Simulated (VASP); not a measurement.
The input files of a VASP run:

### POSCAR
```
AlP
1
    0.0000000000     2.7519159757     2.7519159757
    2.7519159757     0.0000000000     2.7519159757
    2.7519159757     2.7519159757     0.0000000000
Al P
1 1
Direct
  0.0000000000   0.0000000000   0.0000000000
  0.2500000000   0.2500000000   0.2500000000
```

KPOINTS:
```
kpoints
0
G
  8 8 8
0 0 0
```

**INCAR**
```
SYSTEM = AlP
LCHARG = .False.
ALGO = Normal
GGA = PE
NELM = 100   ! most electronic steps
LREAL = .False.
LWAVE = .False.
IVDW = 13
LASPH = .True.
SIGMA = 0.05   ! width (eV)
ISMEAR = 0
EDIFF = 1E-7   ! SCF stop (eV)
ISIF = 2   ! forces and stress, cell fixed
PREC = Accurate
ENCUT = 520   ! plane-wave cut-off (eV)
```

POTCAR, in this order: Al P (PBE.64 set). Program: vasp_std.

Question: Translate this PBE-D4 calculation to Ansatz.

Answer: One equivalent input (not run):
Ansatz 0.2 input:
```yaml
crystal:
  lattice:
    - [0.0000000, 2.7519160, 2.7519160]
    - [2.7519160, 0.0000000, 2.7519160]
    - [2.7519160, 2.7519160, 0.0000000]
  atoms:
    - { symbol: Al, position: [0.0000000, 0.0000000, 0.0000000] }
    - { symbol: P, position: [0.2500000, 0.2500000, 0.2500000] }
kpoints:
  mp_grid: { grid: [8, 8, 8] }
hamiltonian:
  xc: pbe
  dispersion: d4
  pseudopotentials: { kind: paw }
scf:
  occupations: { method: gaussian, width: 0.05 }
  max_iter: 100
output: { forces: true, stress: true, eigenvalues: true }
```
Limits of the translation: each code has its own PAW files, so the cut-off isn't converted (ENCUT is set for VASP's; basis.ecutwfc is left out, and Ansatz then takes the one that its files recommend); Ansatz stops its SCF on the density residual and VASP on the energy change (EDIFF).

The compound is AlP in the zinc blende structure. This cell is one point of a volume scan, at 1.03 of the reference volume.
